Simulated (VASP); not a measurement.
Te2Mo, 6 atoms in the cell. It takes space group P6_3/mmc (No. 194, hexagonal). Conventional cell: a = 3.496 Å, b = 3.496 Å, c = 13.702 Å, α = 90.00°, β = 90.00°, γ = 120.00°. Te (site symmetry 3m) has 3 Mo at 2.72 Å as nearest neighbours. Around Mo (site symmetry -6m2) lie 6 Te at 2.72 Å. 

```yaml
Program: VASP 6.6.1
Task: single point
Functional: PBE
Dispersion: D3(BJ)
Potentials_or_basis: VASP PAW PBE potentials, release 64 (Te, Mo_sv)
Cutoff: 520 eV
k_mesh: 9 × 9 × 2
Occupations: gaussian, width 0.02 eV
Spin: no spin polarisation
Dipole_correction: no
Further_INCAR_settings: ALGO = Fast; EDIFF = 1e-06; NBANDS = 35
```

Potentials or basis: VASP PAW PBE potentials, release 64 (Te, Mo_sv).

Launch:

```bash
$ cat potpaw_PBE.64/Te/POTCAR potpaw_PBE.64/Mo_sv/POTCAR > POTCAR
$ mpirun -np 1 vasp_std > vasp.out
```

Hardware: 1 thread of AMD EPYC 9R45 96-Core Processor (Zen 5) (shared host).

Task: Estimate the wall time of this run.

Result: Run time: 69 s on 1 thread of AMD EPYC 9R45 96-Core Processor (Zen 5) (shared host), peak memory 0.31 GiB. Counts: scf iterations 15, k points 24.
